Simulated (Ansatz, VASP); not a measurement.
# NiO in two plane-wave programs, part 2 of 2

Wanted: the spread between two codes on one cell, functional and k mesh.  The cell comes out of the VASP series on this material, whose earlier steps may have relaxed, scaled or displaced it; both programs get it as it stands.

VASP 6.6.1 and Ansatz 0.2.0.

So far: Starting point; Ansatz: band structure, PBE.

## 3. VASP: band structure, PBE

Level of this step: PBE, spin-polarised from a ferromagnetic start; plane waves and PAW (Ni, O) (VASP).

The same cell, functional, mesh and smearing now go to VASP, with its own data sets and cutoff.

Lines of VASP's logs that name or quote its potential files are left out, and so is its time.

Contents of INCAR:

```
SYSTEM = NiO
PREC = Accurate
ENCUT = 520
EDIFF = 1E-06
NELM = 100
ISMEAR = 0
SIGMA = 0.02
LREAL = .FALSE.
ALGO = Normal
GGA = PE
NBANDS = 23
ISPIN = 2
MAGMOM = 2 1
LMAXMIX = 4
LORBIT = 11
LWAVE = .FALSE.
LCHARG = .FALSE.
KPAR = 4
ISIF = 2
```

Contents of POSCAR:

```
NiO
1.0
    0.0000000000      2.0859020000      2.0859020000
    2.0859020000      0.0000000000      2.0859020000
    2.0859020000      2.0859020000      0.0000000000
Ni O
1 1
Direct
    0.0000000000      0.0000000000      0.0000000000
    0.5000000000      0.5000000000      0.5000000000
```

Contents of KPOINTS:

```
Automatic mesh
0
Gamma
16 16 16
0 0 0
```

Contents of KPOINTS_OPT:

```
Line mode
24
Line-mode
Reciprocal
  0.00000000   0.00000000   0.00000000 GAMMA
  0.50000000   0.00000000   0.50000000 X

  0.50000000   0.00000000   0.50000000 X
  0.50000000   0.25000000   0.75000000 W

  0.50000000   0.25000000   0.75000000 W
  0.37500000   0.37500000   0.75000000 K

  0.37500000   0.37500000   0.75000000 K
  0.00000000   0.00000000   0.00000000 GAMMA

  0.00000000   0.00000000   0.00000000 GAMMA
  0.50000000   0.50000000   0.50000000 L

  0.50000000   0.50000000   0.50000000 L
  0.62500000   0.25000000   0.62500000 U

  0.62500000   0.25000000   0.62500000 U
  0.50000000   0.25000000   0.75000000 W

  0.50000000   0.25000000   0.75000000 W
  0.50000000   0.50000000   0.50000000 L

  0.50000000   0.50000000   0.50000000 L
  0.37500000   0.37500000   0.75000000 K

  0.62500000   0.25000000   0.62500000 U
  0.50000000   0.00000000   0.50000000 X
```

The projector-augmented-wave data sets are Ni and O (PBE family, release 64).

Launch:

```sh
$ mpirun -np 4 vasp_std
```

Numbers of over 12 decimals in the logs are rounded to 6 here.

Output:

```text
[banner, memory and clock lines left out]
running    4 mpi-ranks, on    1 nodes
 distrk:  each k-point on    1 cores,    4 groups
 distr:  one band on    1 cores,    1 groups

 POSCAR found type information on POSCAR NiO
 POSCAR found :  2 types and       2 ions
 LDA part: xc-table for (Slater+PW92), standard interpolation
 POSCAR, INCAR and KPOINTS ok, starting setup
 FFT: planning ... GRIDC
 FFT: planning ... GRID_SOFT
 FFT: planning ... GRID
 WAVECAR not read
 entering main loop
       N       E                     dE             d eps       ncg     rms          rms(c)
DAV:   1     0.874788301506E+02    0.87479E+02   -0.67610E+03 14494   0.862E+02
DAV:   2    -0.792973071770E+01   -0.95409E+02   -0.83637E+02 14565   0.218E+02
DAV:   3    -0.134324381600E+02   -0.55027E+01   -0.53197E+01 16029   0.487E+01
DAV:   4    -0.134778000692E+02   -0.45362E-01   -0.45323E-01 14935   0.443E+00
DAV:   5    -0.134783955090E+02   -0.59544E-03   -0.59541E-03 16820   0.464E-01    0.156E+01
DAV:   6    -0.126084518213E+02    0.86994E+00   -0.94132E+00 18640   0.496E+01    0.187E+01
DAV:   7    -0.114391126811E+02    0.11693E+01   -0.36402E+00 17308   0.388E+01    0.593E+00
DAV:   8    -0.113818909833E+02    0.57222E-01   -0.17551E-01 16963   0.511E+00    0.305E+00
DAV:   9    -0.113776511248E+02    0.42399E-02   -0.14425E-02 18217   0.116E+00    0.936E-01
DAV:  10    -0.113775320380E+02    0.11909E-03   -0.31890E-03 16954   0.751E-01    0.317E-01
DAV:  11    -0.113781742663E+02   -0.64223E-03   -0.33827E-04 17910   0.249E-01    0.296E-01
DAV:  12    -0.113783932467E+02   -0.21898E-03   -0.48309E-05 19294   0.117E-01    0.270E-01
DAV:  13    -0.113787695869E+02   -0.37634E-03   -0.87226E-04 16588   0.617E-01    0.494E-02
DAV:  14    -0.113787913585E+02   -0.21772E-04   -0.13046E-04 16117   0.949E-02    0.261E-02
DAV:  15    -0.113787951566E+02   -0.37981E-05   -0.12258E-05 18886   0.385E-02    0.621E-03
DAV:  16    -0.113787948553E+02    0.30123E-06   -0.64878E-07 11884   0.797E-03
   1 F= -.11378795E+02 E0= -.11378689E+02  d E =-.212110E-03  mag=     1.4129
 Start KPOINTS_OPT (optional k-point list driver)
k-point batch [1-145\240]
       N       E                     dE             ncg
DAV:   1     0.214510232295E+05   -0.62591E+05    14337
DAV:   2     0.754510835579E+04   -0.13906E+05    14208
DAV:   3     0.674473893997E+04   -0.80037E+03    16216
DAV:   4     0.673853782979E+04   -0.62011E+01    15113
DAV:   5     0.673847638276E+04   -0.61447E-01    17159
DAV:   6     0.673847473532E+04   -0.16474E-02    16141
DAV:   7     0.673847468240E+04   -0.52920E-04    16465
DAV:   8     0.673847468086E+04   -0.15445E-05    10410
DAV:   9     0.673847468062E+04   -0.23951E-06    10345
k-point batch [146-240\240]
       N       E                     dE             ncg
DAV:   1     0.400279865579E+05   -0.59019E+05     9534
DAV:   2     0.311093213128E+05   -0.89187E+04     9013
DAV:   3     0.306071800116E+05   -0.50214E+03    11050
DAV:   4     0.306032859711E+05   -0.38940E+01    10216
DAV:   5     0.306032475706E+05   -0.38400E-01    11687
DAV:   6     0.306032465191E+05   -0.10514E-02    10972
DAV:   7     0.306032464849E+05   -0.34271E-04    11176
DAV:   8     0.306032464839E+05   -0.10137E-05     7369
DAV:   9     0.306032464837E+05   -0.14960E-06     7730
```

OUTCAR, selected parts (step 3):

```text
ion  position               nearest neighbor table
   1  0.000  0.000  0.000-   2 2.09   2 2.09   2 2.09   2 2.09   2 2.09   2 2.09
   2  0.500  0.500  0.500-   1 2.09   1 2.09   1 2.09   1 2.09   1 2.09   1 2.09

  LATTYP: Found a face centered cubic cell.
 ALAT       =     4.1718040000

 Subroutine GETGRP returns: Found 48 space group operations
 (whereof 48 operations were pure point group operations)

The static configuration has the point symmetry O_h .

 Found    145 irreducible k-points:

   k-points           NKPTS =    145   k-points in BZ     NKDIM =    145   number of bands    NBANDS=     23

   dimension x,y,z NGX =    24 NGY =   24 NGZ =   24
   dimension x,y,z NGXF=    48 NGYF=   48 NGZF=   48

   ENCUT  =  520.0 eV  38.22 Ry    6.18 a.u.   5.48  5.48  5.48*2*pi/ulx,y,z

   NELECT =      16.0000    total number of electrons

 k-points in reciprocal lattice and weights: Automatic mesh
   0.00000000  0.00000000  0.00000000       0.000
   0.06250000  0.00000000  0.00000000       0.002
   0.12500000  0.00000000  0.00000000       0.002
   0.18750000  0.00000000  0.00000000       0.002
   0.25000000  0.00000000  0.00000000       0.002
   0.31250000  0.00000000  0.00000000       0.002
   0.37500000  0.00000000  0.00000000       0.002
   0.43750000  0.00000000  0.00000000       0.002
   0.50000000  0.00000000  0.00000000       0.001
[...]
-0.31250000  0.50000000  0.18750000       0.003
  -0.25000000  0.50000000  0.25000000       0.001

 average (electrostatic) potential at core
       1 -83.6860       2 -68.3286

 E-fermi :   7.9312

 spin component 1
 k-point     1 :       0.0000    0.0000    0.0000
  band No.  band energies     occupation
    ...
      5       5.1907      1.00000
      6       5.1907      1.00000
      7       5.4577      1.00000
      8       5.4577      1.00000
      9       5.4577      1.00000
     10       9.5015      0.00000
     11      25.8127      0.00000
     12      26.9219      0.00000
     13      26.9219      0.00000
     14      26.9219      0.00000
    ...

 k-point     2 :       0.0625    0.0000    0.0000
  band No.  band energies     occupation
    ...
      5       5.4370      1.00000
      6       5.4370      1.00000
      7       5.6174      1.00000
      8       5.6929      1.00000
      9       5.6929      1.00000
     10       9.7890      0.00000
     11      24.7017      0.00000
     12      26.7894      0.00000
     13      26.7894      0.00000
     14      27.5634      0.00000
    ...

 k-point     3 :       0.1250    0.0000    0.0000
  band No.  band energies     occupation
    ...
      5       5.5287      1.00000
      6       5.5287      1.00000
      7       5.7959      1.00000
      8       6.2694      1.00000
      9       6.2694      1.00000
     10      10.4929      0.00000
     11      23.0914      0.00000
     12      26.2677      0.00000
     13      26.2677      0.00000
     14      28.0013      0.00000
    ...

 k-point     4 :       0.1875    0.0000    0.0000
  band No.  band energies     occupation
    ...
      5       5.6497      1.00000
      6       5.6497      1.00000
      7       5.9532      1.00000
      8       6.8372      1.00000
      9       6.8372      1.00000
     10      11.3585      0.00000
     11      21.5334      0.00000
     12      25.3507      0.00000
     13      25.3507      0.00000
     14      28.2178      0.00000
    ...

 k-point     5 :       0.2500    0.0000    0.0000
  band No.  band energies     occupation
    ...
      5       5.7942      1.00000
      6       5.7942      1.00000
      7       6.1221      1.00000
      8       7.3552      1.00000
      9       7.3552      1.00000
     10      12.2040      0.00000
     11      20.1623      0.00000
     12      24.3187      0.00000
     13      24.3187      0.00000
     14      28.4101      0.00000
    ...

 k-point     6 :       0.3125    0.0000    0.0000
  band No.  band energies     occupation
    ...
      5       5.9422      1.00000
      6       5.9422      1.00000
      7       6.3067      1.00000
      8       7.7972      1.00000
      9       7.7972      1.00000
     10      12.8948      0.00000
     11      19.0806      0.00000
     12      23.3809      0.00000
     13      23.3809      0.00000
     14      28.6489      0.00000
    ...

  Total        0.3107858      0.3107858      0.3107858     -0.0000000      0.0000000      0.0000000
  in kB       27.4321590     27.4321590     27.4321590     -0.0000000      0.0000000      0.0000000
  external PRESSURE =      27.4321590 kB  Pullay stress =       0.0000000 kB

  energy-cutoff  :      520.00
  volume of cell :       18.15
      direct lattice vectors                 reciprocal lattice vectors
     0.000000000  2.085902000  2.085902000    -0.239704454  0.239704454  0.239704454
     2.085902000  0.000000000  2.085902000     0.239704454 -0.239704454  0.239704454
     2.085902000  2.085902000  0.000000000     0.239704454  0.239704454 -0.239704454

 POSITION                                       TOTAL-FORCE (eV/Angst)
 -----------------------------------------------------------------------------------
      0.00000      0.00000      0.00000         0.000000     -0.000000      0.000000
      2.08590      2.08590      2.08590        -0.000000      0.000000     -0.000000
 -----------------------------------------------------------------------------------
    total drift:                                0.000000     -0.000000     -0.000000

  FREE ENERGIE OF THE ION-ELECTRON SYSTEM (eV)
  ---------------------------------------------------
  free  energy   TOTEN  =       -11.3787948553 eV

  energy  without entropy=      -11.3785827452  energy(sigma->0) =      -11.37868880

 total charge
# of ion       s       p       d       tot
------------------------------------------
    1        0.330   0.401   8.287   9.018
    2        1.561   3.403   0.000   4.964
--------------------------------------------------
tot          1.891   3.804   8.287  13.982

 magnetization (x)
# of ion       s       p       d       tot
------------------------------------------
    1        0.011   0.014   1.157   1.181
    2        0.025   0.174   0.000   0.199
--------------------------------------------------
tot          0.036   0.188   1.157   1.380

[... 6 further parts left out ...]
```

Oxides and halides of Ni are often magnetic insulators, and a metal at this level, without U or exact exchange, may be an artefact.

## 4. Differences

Known differences besides the PAW data sets themselves: the data sets hold 24 valence electrons in Ansatz (default PAW (the set named soft_2) files) and 16 in VASP; the cutoff is 420 eV in Ansatz and 520 eV in VASP; VASP leaves aspherical gradient terms in its spheres out (LASPH is not set), Ansatz keeps them; site moments are counted in spheres of each program's own size. Total energies have different zeros and are not compared.

The two programs side by side:

| quantity | Ansatz | VASP | difference |
| --- | --- | --- | --- |
| pressure (GPa) | 5.81 | 2.74 | +3.06 |
| total moment (μB) | 1.75 | 1.41 | +0.33 |
| moment on Ni1 (μB) | 1.41 | 1.18 | +0.23 |
| moment on O2 (μB) | 0.28 | 0.20 | +0.08 |

By their total or site moments the two runs ended in different magnetic states; the other differences may follow from that, so they don't measure the programs' precision. Ansatz's pressure holds a Pulay correction of 0.75 GPa; VASP's holds none.

## 5. Looking for the cause

The difference is large enough to ask for its cause, so further runs change the set-up of one program at a time, as the table lists.

| run | difference in total moment (μB) |
| --- | --- |
| as above | 0.33 |
| a start from the moments at which VASP ended, with Ansatz's search for lower states switched off | 0.33 |
| Ansatz's all-electron LAPW method | 0.37 |
| Ansatz's larger PAW set (cutoff 1080 eV) | 0.35 |
| norm-conserving potentials (cutoff 1400 eV) | 0.44 |

## 6. Outcome

* difference in total moment (band structure, PBE): 0.33 μB
* difference in pressure (band structure, PBE): 3.1 GPa

What this shows: The difference in pressure is 3.1 GPa (band structure, PBE), beyond the 1 GPa picked in this series as the mark of a large difference. The runs ended with unlike moments, so this pair says little about numerical agreement. Also far apart in the band structure, PBE pair: the difference in pressure, 3.1 GPa. For band structure, PBE: no further run halves the difference in total moment; only Ansatz's side was varied. The all-electron run, which needs no data set, lies 0.37 μB from VASP and 0.034 μB from Ansatz's PAW result, so it sides with Ansatz. 1 further run on this material is not shown. How closely two codes agree says nothing of how well the functional describes the real material.

[Lines on the potential files, build, host, timing and source positions are cut from VASP's logs without a mark.]

[Logs are printed without paths, hosts, clocks, repeated set-up lines and the standing remarks that a program may print on its own settings, such as how far it seeks lower states.]

[Hosts, paths, dates, database ids (printed as entryN), source tags and the programs' standing remarks are cut or masked in the printed files.]
